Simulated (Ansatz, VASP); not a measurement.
# Cross-check of Li2Nb (Li2Nb in the C11b ordering) between VASP and Ansatz

Aim: how closely do two programs agree when they are given the same cell, functional and k mesh? The cell is generated by rule, not measured, and may not be a known phase. The cell is taken from a series of runs on this material, whose earlier steps may have relaxed, scaled, displaced or heated it; both programs get it as it stands.

Program: Ansatz 0.2.0. Level of theory: plane waves, with VASP 6.6.1 beside it; relaxation of cell and atoms at PBE. Results are calculated unless marked as measured.

The structure was built from a prototype and need not be the compound's stable phase.

**1. The structure**

Symmetry: I4/mmm, No. 139, tetragonal system. The conventional cell has a = 2.663 Å, b = 2.663 Å, c = 15.001 Å, α = 90.00°, β = 90.00°, γ = 90.00°. Nb has 4 Nb at 2.66 Å nearest. Li has 4 Li at 2.66 Å nearest. Farther neighbours are not listed.

As a file:

```xyz
3
Lattice="2.6631 0.0000 0.0000 0.0000 2.6631 0.0000 1.3316 1.3316 7.5003" Properties=species:S:1:pos:R:3 pbc="T T T"
Nb    0.0000    0.0000    0.0000
Li    2.6631    2.6631    5.0510
Li    1.3316    1.3316    2.4493
```

**2. VASP: relaxation of cell and atoms, PBE**

The relaxed volume is the usual yardstick between codes: in a stiff, nearly cubic crystal its relative difference is about their pressure difference at one cell divided by the bulk modulus.

Lines of VASP's logs that name or quote its potential files are left out, and so is its time.

Input file INCAR:

```
SYSTEM = Li2Nb
PREC = Accurate
ENCUT = 750
EDIFF = 1E-07
NELM = 120
ISMEAR = 1
SIGMA = 0.2
LREAL = .FALSE.
ALGO = Normal
GGA = PE
NBANDS = 15
LASPH = .TRUE.
LORBIT = 11
LWAVE = .FALSE.
LCHARG = .FALSE.
ISIF = 3
IBRION = 2
NSW = 80
EDIFFG = -0.005
GGA_COMPAT = .FALSE.
NELMIN = 4
KPAR = 2
```

Input file POSCAR:

```
Li2Nb
1.0
    2.6631070000      0.0000000000     -0.0000010000
    0.0000000000      2.6631070000     -0.0000010000
    1.3315570000      1.3315570000      7.5003340000
Nb Li
1 2
Direct
    0.0000000000      0.0000000000      0.0000000000
    0.6632806816      0.6632806816      0.6734391197
    0.3367197606      0.3367197606      0.3265607470
```

Input file KPOINTS:

```
Automatic mesh
0
Gamma
12 12 12
0 0 0
```

The projector-augmented-wave data sets are Nb_sv and Li_sv (PBE family, release 64).

Command:

```
> mpirun -np 2 vasp_std
```

Numbers of over 12 decimals in the logs are rounded to 6 here.

The program printed:

```text
[banner, memory and clock lines left out]
running    2 mpi-ranks, on    1 nodes
 distrk:  each k-point on    1 cores,    2 groups
 distr:  one band on    1 cores,    1 groups

 POSCAR found type information on POSCAR NbLi
 POSCAR found :  2 types and       3 ions
 LDA part: xc-table for (Slater+PW92), standard interpolation
 POSCAR, INCAR and KPOINTS ok, starting setup
 FFT: planning ... GRIDC
 FFT: planning ... GRID_SOFT
 FFT: planning ... GRID
 WAVECAR not read
 entering main loop
       N       E                     dE             d eps       ncg     rms          rms(c)
DAV:   1     0.187811385395E+03    0.18781E+03   -0.11208E+04  4890   0.164E+03
DAV:   2     0.412709488396E+01   -0.18368E+03   -0.17754E+03  5856   0.468E+02
DAV:   3    -0.124802696785E+02   -0.16607E+02   -0.16180E+02  9328   0.916E+01
DAV:   4    -0.135284782615E+02   -0.10482E+01   -0.10436E+01  6299   0.257E+01
DAV:   5    -0.136133821313E+02   -0.84904E-01   -0.84856E-01  9033   0.644E+00    0.648E+00
DAV:   6    -0.133316110832E+02    0.28177E+00   -0.37084E+00  8509   0.113E+01    0.262E+00
DAV:   7    -0.131268706335E+02    0.20474E+00   -0.13004E+00  6630   0.360E+00    0.165E+00
DAV:   8    -0.131054961766E+02    0.21374E-01   -0.13067E-01  8276   0.329E+00    0.706E-01
DAV:   9    -0.131084132456E+02   -0.29171E-02   -0.13662E-02  6947   0.111E+00    0.972E-02
DAV:  10    -0.131084461007E+02   -0.32855E-04   -0.15852E-03  8142   0.223E-01    0.549E-02
DAV:  11    -0.131084656978E+02   -0.19597E-04   -0.50125E-05  7256   0.658E-02    0.164E-02
DAV:  12    -0.131084603246E+02    0.53732E-05   -0.12214E-05  7733   0.367E-02    0.626E-03
DAV:  13    -0.131084605353E+02   -0.21072E-06   -0.70667E-07  7040   0.921E-03    0.199E-03
DAV:  14    -0.131084603948E+02    0.14053E-06   -0.84611E-08  3923   0.272E-03    0.315E-04
DAV:  15    -0.131084603774E+02    0.17434E-07   -0.10919E-08  3180   0.143E-03
   1 F= -.13108460E+02 E0= -.13106879E+02  d E =-.131085E+02
 curvature:   0.00 expect dE= 0.000E+00 dE for cont linesearch  0.000E+00
 trial: gam= 0.00000 g(F)=  0.130E-05 g(S)=  0.185E-03 ort = 0.000E+00 (trialstep = 0.100E+01)
 search vector abs. value=  0.186E-03
 bond charge predicted
       N       E                     dE             d eps       ncg     rms          rms(c)
DAV:   1    -0.131104979939E+02   -0.20376E-02   -0.42522E-02  5887   0.253E+00    0.301E-01
DAV:   2    -0.131102735227E+02    0.22447E-03   -0.25236E-02  7603   0.107E+00    0.193E-01
DAV:   3    -0.131086040276E+02    0.16695E-02   -0.72541E-03  6912   0.292E-01    0.799E-02
DAV:   4    -0.131085167258E+02    0.87302E-04   -0.54620E-04  7938   0.192E-01    0.350E-02
DAV:   5    -0.131085376488E+02   -0.20923E-04   -0.43007E-05  6901   0.486E-02    0.203E-02
DAV:   6    -0.131085570097E+02   -0.19361E-04   -0.60080E-05  8866   0.433E-02    0.839E-03
DAV:   7    -0.131085586193E+02   -0.16096E-05   -0.20583E-06  6643   0.140E-02    0.218E-03
DAV:   8    -0.131085585515E+02    0.67756E-07   -0.16281E-07  5364   0.437E-03
   2 F= -.13108559E+02 E0= -.13107028E+02  d E =-.981742E-04
 trial-energy change:   -0.000098  1 .order   -0.000100   -0.000186   -0.000014
 step:   1.0838(harm=  1.0786)  dis= 0.00019  next Energy=   -13.108559 (dE=-0.987E-04)
 reached required accuracy - stopping structural energy minimisation
```

Parts of OUTCAR (step 2):

```text
ion  position               nearest neighbor table
   1  0.000  0.000  0.000-
   2  0.663  0.663  0.673-
   3  0.337  0.337  0.327-

  LATTYP: Found a body centered tetragonal cell.
 ALAT       =     2.6631070000
 C/A-ratio  =     5.6327702942

 Subroutine GETGRP returns: Found 16 space group operations
 (whereof 16 operations were pure point group operations)

The static configuration has the point symmetry D_4h.

 Found    163 irreducible k-points:

   k-points           NKPTS =    163   k-points in BZ     NKDIM =    163   number of bands    NBANDS=     15

   dimension x,y,z NGX =    24 NGY =   24 NGZ =   70
   dimension x,y,z NGXF=    48 NGYF=   48 NGZF=  140

   ENCUT  =  750.0 eV  55.12 Ry    7.42 a.u.   5.95  5.95 17.27*2*pi/ulx,y,z

   NELECT =      19.0000    total number of electrons

 k-points in reciprocal lattice and weights: Automatic mesh
   0.00000000  0.00000000  0.00000000       0.001
   0.08333333  0.00000000  0.00000000       0.005
   0.16666667  0.00000000  0.00000000       0.005
   0.25000000  0.00000000  0.00000000       0.005
   0.33333333  0.00000000  0.00000000       0.005
   0.41666667  0.00000000  0.00000000       0.005
   0.50000000  0.00000000  0.00000000       0.002
   0.08333333  0.08333333  0.00000000       0.005
   0.16666667  0.08333333  0.00000000       0.009
[...]
-0.08333333 -0.08333333  0.41666667       0.002
  -0.00000000 -0.00000000  0.50000000       0.001

 average (electrostatic) potential at core
       1 -83.8678       2 -60.5549       3 -60.5549

 E-fermi :   4.3143

 k-point     1 :       0.0000    0.0000    0.0000
  band No.  band energies     occupation
    ...
      7      -0.4260      2.00000
      8       1.5568      2.00000
      9       1.7463      2.00000
     10       2.9198      2.00000
     11       3.5841      2.00000
     12       7.9169     -0.00000
     13       7.9169     -0.00000
     14       9.9646      0.00000
     15      10.2628      0.00000

 k-point     2 :       0.0833    0.0000    0.0000
  band No.  band energies     occupation
    ...
      7      -0.2271      2.00000
      8       1.6718      2.00000
      9       1.9736      2.00000
     10       2.9012      2.00000
     11       3.7276      2.00027
     12       7.4513     -0.00000
     13       7.9576     -0.00000
     14       9.6492      0.00000
     15      10.6249      0.00000

 k-point     3 :       0.1667    0.0000    0.0000
  band No.  band energies     occupation
    ...
      7       0.2761      2.00000
      8       1.9280      2.00000
      9       2.6565      2.00000
     10       2.9195      2.00000
     11       4.1091      2.05529
     12       6.6547     -0.00000
     13       8.0710     -0.00000
     14       8.8877      0.00000
     15      11.2175      0.00000

  Total       -0.0015441     -0.0015441     -0.0132582     -0.0000000     -0.0000000     -0.0000000
  in kB       -0.0466475     -0.0466475     -0.4005204     -0.0000000     -0.0000002     -0.0000002
  external PRESSURE =      -0.1646051 kB  Pullay stress =       0.0000000 kB

  energy-cutoff  :      750.00
  volume of cell :       53.04
      direct lattice vectors                 reciprocal lattice vectors
     2.660241369 -0.000000000 -0.000000999     0.375905715 -0.000000025 -0.066717864
    -0.000000000  2.660241369 -0.000000999    -0.000000025  0.375905715 -0.066717864
     1.330124181  1.330124181  7.494263423     0.000000050  0.000000050  0.133435377

 POSITION                                       TOTAL-FORCE (eV/Angst)
 -----------------------------------------------------------------------------------
      1.33012      1.33012      7.49426        -0.000000     -0.000000     -0.000000
      2.66024      2.66024      5.04711        -0.000000     -0.000000     -0.001393
      1.33012      1.33012      2.44715         0.000000      0.000000      0.001393
 -----------------------------------------------------------------------------------
    total drift:                               -0.000472     -0.000472      0.000412

  FREE ENERGIE OF THE ION-ELECTRON SYSTEM (eV)
  ---------------------------------------------------
  free  energy   TOTEN  =       -13.1085585515 eV

  energy  without entropy=      -13.1039670701  energy(sigma->0) =      -13.10702806

 reached required accuracy - stopping structural energy minimisation

 total charge
# of ion       s       p       d       tot
------------------------------------------
    1        2.223   5.951   2.610  10.785
    2        2.038   0.059   0.000   2.097
    3        2.038   0.059   0.000   2.097
--------------------------------------------------
tot          6.299   6.069   2.610  14.978

[... 3 further parts left out ...]
```

**3. Ansatz: relaxation of cell and atoms, PBE**

Ansatz runs on its default PAW (the set named soft_2) files.

The same cell, functional, mesh and smearing now go to Ansatz, which takes its cutoff from its data sets.

Input file input.yaml:

```yaml
crystal:
  lattice:
    - [2.663107425, 0.0, -1.2944e-06]
    - [0.0, 2.663107425, -1.2944e-06]
    - [1.3315573581, 1.3315573581, 7.5003340322]
  atoms:
    - { symbol: Nb, position: [0.0, 0.0, 0.0] }
    - { symbol: Li, position: [0.6632803941, 0.6632803941, 0.6734392118] }
    - { symbol: Li, position: [0.3367196059, 0.3367196059, 0.3265607882] }
kpoints:
  mp_grid: { grid: [12, 12, 12] }
hamiltonian:
  xc: pbe
scf:
  occupations: { method: methfessel_paxton, width: 0.2 }
output:
  forces: true
  stress: true
  eigenvalues: true
relax:
  adjacent_minimum: "off"
  f_tol: 0.001
  max_steps: 60
  cell: { stress_tol: 0.01 }
```

Command:

```
> ansatz run input.yaml --threads 4 --pin off --max-ram 8192MiB --backend cpu --events-out ev --progress --plain --runs-dir out
```

The program printed:

```text
Engine: ansatz 0.2.0, x86_64-unknown-linux-gnu
Pseudopotentials: kind: paw
Pseudopotential: Nb, paw, valence charge 13, recommended cutoff 420 eV (normal), Nb.paw.azcp
Pseudopotential: Li, paw, valence charge 3, recommended cutoff 420 eV (normal), Li.paw.azcp
Functional definition: PBE
  parameter kappa = 0.804
  parameter beta = 0.066725
  exchange = pbe_x(kappa = kappa, mu = beta*pi^2/3)
  correlation = pbe_c(beta = beta)
Crystal: 3 atoms, lattice volume = 53.193 Å³
Basis set: ecut = 420 eV, 1029 PW (Γ), exchange–correlation on 36×36×108 points (8 copies of the dense FFT grid, shifted against one another)
Bands: 14, of which v1, the nominal top of the filled ones, is band 10 counted from 1 (9 counted from 0)
Symmetry: 16 space group operations
Space group: I4/mmm (ITA 139), of the structure as read, at distance tolerance 3.8e-5 Å
k-points: 163 of 1728
Non-local potential: Nb, projectors of the file, l = 0: 3, l = 1: 2, l = 2: 2, l = 3: 1
Non-local potential: Li, projectors of the file, l = 0: 3, l = 1: 2, l = 2: 1
PAW form: soft (Blöchl's): semilocal exchange-correlation on the pseudo side does not see the compensation charge
PAW one-centre angular grid: Nb, 590 points (default); XC on 64 Gauss nodes
PAW one-centre angular grid: Li, 110 points (default); XC on 64 Gauss nodes
Initial density: superposition of atomic densities (neutral atoms: chi_scale 0, normalization atom), corrected by the library's trained network
Initial wavefunctions: pseudopotential atomic-orbital guess
Functional: x = pbe(κ = 0.804, μ = 0.219515), c = pbe(β = 0.066725)
SCF iter   1: F=—  HF=-4960.739779 eV  |F-HF|=—  |Δ(HF+E_count)|=         —  Δρ=5.25e-3  dr2=8.84e-3  ethr=1.77e-3  ⟨swp⟩=4.7  Hψ=11107  notcnv=0
preconditioner: auto → none  [metal: Δε(μ)=0.020 eV  Ē_g=4.198 eV  σ=0.200 eV  W_gap=0.09  n_scr=4 (ndim 8)  ℏωp=13.5 eV  f_vac=0.000  D(μ)=3.07/eV (n_scr^D=30)  sad-step TF]
SCF iter   2: F=—  HF=-4960.739346 eV  |F-HF|=—  |Δ(HF+E_count)|=   4.34e-4  S|Δr|=    0.00e0  Δρ=2.95e-3  dr2=3.85e-3  ethr=4.65e-5  ⟨swp⟩=1.3  Hψ=3711  notcnv=0
SCF iter   3: F=—  HF=-4960.739006 eV  |F-HF|=—  |Δ(HF+E_count)|=   3.40e-4  S|Δr|=    0.00e0  Δρ=7.64e-4  dr2=1.28e-3  ethr=2.03e-5  ⟨swp⟩=2.0  Hψ=2506  notcnv=0
SCF iter   4: F=—  HF=-4960.738874 eV  |F-HF|=—  |Δ(HF+E_count)|=   1.31e-4  S|Δr|=    0.00e0  Δρ=2.32e-4  dr2=1.16e-4  ethr=6.75e-6  ⟨swp⟩=1.0  Hψ=2269  notcnv=0
SCF iter   5: F=—  HF=-4960.738866 eV  |F-HF|=—  |Δ(HF+E_count)|=   7.89e-6  S|Δr|=    0.00e0  Δρ=8.78e-5  dr2=3.21e-6  ethr=6.09e-7  ⟨swp⟩=1.2  Hψ=2305  notcnv=0
SCF iter   6: F=—  HF=-4960.738853 eV  |F-HF|=—  |Δ(HF+E_count)|=   1.33e-5  S|Δr|=    0.00e0  Δρ=2.37e-5  dr2=2.89e-7  ethr=1.69e-8  ⟨swp⟩=2.4  Hψ=3187  notcnv=0
SCF iter   7: F=-4960.738853 eV  HF=-4960.738853 eV  |F-HF|=1.17e-9  |Δ(HF+E_count)|=   2.60e-8  S|Δr|=    0.00e0  Δρ=4.47e-6  dr2=6.06e-9  ethr=5.26e-10  ⟨swp⟩=4.4  Hψ=7200  notcnv=0
SCF 1 converged in 7 iterations: F = -4960.738853 eV  dr2 = 6.06e-9
  greatest PAW one-centre occupation: 1.000 electrons in one spin orbital (limit 2), on the Li atom at site 2 (counted from 0), in its partial waves of l = 0
relax step   1: F+E_penalty+E_count = -4960.73885298 eV  Δ(F+E_penalty+E_count) = +0.000e0 eV  max|allowed force component| = 7.778e-4 eV/Å  Δτ_max = 0.0000 Å  P = -0.008 GPa  Ω = 53.193 Å³  (7 SCF iters, dr2 threshold 1.00e-7 eV, accepted)
[...]
relax step   2: F+E_penalty+E_count = -4960.73885265 eV  Δ(F+E_penalty+E_count) = +3.364e-7 eV  max|allowed force component| = 2.396e-3 eV/Å  Δτ_max = 0.0012 Å  P = -0.005 GPa  Ω = 53.181 Å³  energy of the carried Pulay correction = +8.062e-7 eV  (6 SCF iters, dr2 threshold 5.55e-10 eV, rejected (line search))
[...]
relax step   3: F+E_penalty+E_count = -4960.73885463 eV  Δ(F+E_penalty+E_count) = -1.645e-6 eV  max|allowed force component| = 2.236e-5 eV/Å  Δτ_max = 0.0004 Å  P = +0.001 GPa  Ω = 53.184 Å³  energy of the carried Pulay correction = +6.602e-7 eV  (7 SCF iters, accepted)
[...]
relax step   4: F+E_penalty+E_count = -4960.73885386 eV  Δ(F+E_penalty+E_count) = +7.716e-7 eV  max|allowed force component| = 2.258e-5 eV/Å  Δτ_max = 0.0000 Å  P = +0.001 GPa  Ω = 53.184 Å³  stress off target by 4.23e-3 GPa  SCF on the basis re-selected at this cell (its energy is not comparable with the rows above)  (5 SCF iters)
basis re-selected at this cell: Δ(F+E_penalty+E_count) = +7.716e-7 eV, ΔP = +0.000 GPa vs the last step (what re-selecting the basis moved, of the pressure what is left beyond the Pulay correction that the steps carried, after the strain that the cell walked since its last selection, with what the two solves' SCF thresholds leave and, on support functions, any second-order correction that the steps lacked; it is no m [...]
SCF converged after 5 iterations
Stability not checked: this state was not tested for a lower state beside it, because cold or Methfessel-Paxton smearing, or corrected tetrahedra, fill the levels in a way that the test cannot read (fill_not_monotonic; see scf.lower_state_search)
Free energy (F): -4960.738854 eV
Harris-Foulkes:  -4960.738854 eV  (|F-HF|=9.09e-13)
Internal energy: -4960.734148 eV  (E = F + TS)
E sigma→0 (E₀):  -4960.737677 eV
Entropy (-TS):   -0.004706 eV (-1.569 meV/atom)
Fermi energy:    6.835554 eV
--- Per-component energies (eV) ---
  E_band       = -355.956319
  E_kinetic    = 438.061600
  E_local      = -1938.209627  (includes V_loc(G=0)·N_el)
  E_nonlocal   = 55.464915
  E_hartree    = 730.492071
  E_xc         = -195.509726
  E_vxc        = -238.655424  (∫ρ·V_xc dr)
  E_paw        = -3115.992674  (= ΣΔE_a)
  E_vpaw       = -133.601935  (= ΣTr[D̂ρ^β])
  E_aug_tail   = 0.000044  (compensation charges beyond the density's cutoff)
  E_ewald      = -935.040750
  E_smearing   = -0.004706  (= −TS)
  E_closure    = 0.000000  (closes the sum)
  Σ components = -4960.738854   (vs F -4960.738854, Δ=0.00e0)
--- Forces (eV/Å), atoms counted from 1 ---
  atom   1  Nb     0.00000000     0.00000000     0.00000000
  atom   2  Li     0.00000000     0.00000000     0.00002258
  atom   3  Li    -0.00000000    -0.00000000    -0.00002258
  max |Σ_I F_I| component: 6.78e-21 eV/Å
--- Stress (GPa, compression-positive) ---
       -0.000034       0.000000       0.000000
        0.000000      -0.000034       0.000000
        0.000000       0.000000       0.004227
  P = ⅓ Tr σ = 0.0014 GPa (0.014 kbar)
--- Band table (eV; the first three rows and the last of 163) ---
  k-point 0: bands = [... 6 lower, 2.1214, 4.0815, 4.2713, 5.4430, 6.1070, 10.4244, 10.4244, 12.4614]
  k-point 1: bands = [... 6 lower, 2.1266, 4.0718, 4.2713, 5.3780, 6.1945, 10.4245, 10.4245, 12.4614]
  k-point 2: bands = [... 6 lower, 2.1414, 4.0440, 4.2713, 5.2506, 6.3860, 10.4247, 10.4247, 12.4614]
  k-point 162: bands = [... 6 lower, 3.0710, 6.0958, 6.0958, 9.1137, 10.8987, 10.8987, 12.9638, 12.9638]
--- Relaxed structure (3 steps of the walk, 2 accepted, 1 SCFs on fresh bases) ---
  F+E_penalty+E_count = -4960.73885386 eV   max|allowed force component| = 2.258e-5 eV/Å   (the final SCF, on the basis selected at the relaxed cell)
  cell:  # Å, volume = 53.1837 Å³
    - [2.662777, -3.1453780477913084e-13, -1.294251967834468e-6]
    - [-3.145378047791269e-13, 2.662777, -1.294251967834459e-6]
    - [1.331392, 1.331392, 7.500817]
  atoms:
    - { symbol: Nb, position: [0, 0, 0] }
    - { symbol: Li, position: [0.663304, 0.663304, 0.673392] }
    - { symbol: Li, position: [0.336696, 0.336696, 0.326608] }
```

**4. Differences**

Known differences besides the potentials themselves: the cutoff is 420 eV in Ansatz and 750 eV in VASP; Ansatz adds a Pulay correction to the stress that steers its cell, VASP none. Total energies have different zeros and are not compared.

Both answers:

```csv
quantity,Ansatz,VASP,difference
volume (Å³),53.18,53.04,+0.28 %
"edge a after relaxation, in the typed setting (Å)",2.663,2.660,+0.10 %
"edge c after relaxation, in the typed setting (Å)",7.734,7.727,+0.09 %
```

**5. What came out**

| Quantity | Value |
| --- | --- |
| difference in volume (relaxation of cell and atoms, PBE) | 0.28 % |

In words: The difference in volume is 0.28 % (relaxation of cell and atoms, PBE), within the 1.2 % picked in this series as the mark of a large difference, as far as the stopping tolerances let one tell. How closely two codes agree says nothing of how well the functional describes the real material.

[Lines on the potential files, build, host, timing and source positions are cut from VASP's logs without a mark.]

[Logs are printed without paths, hosts, clocks, repeated set-up lines and the standing remarks that a program may print on its own settings, such as how far it seeks lower states.]

[Hosts, paths, dates, database ids (printed as entryN), source tags and the programs' standing remarks are cut or masked in the printed files.]
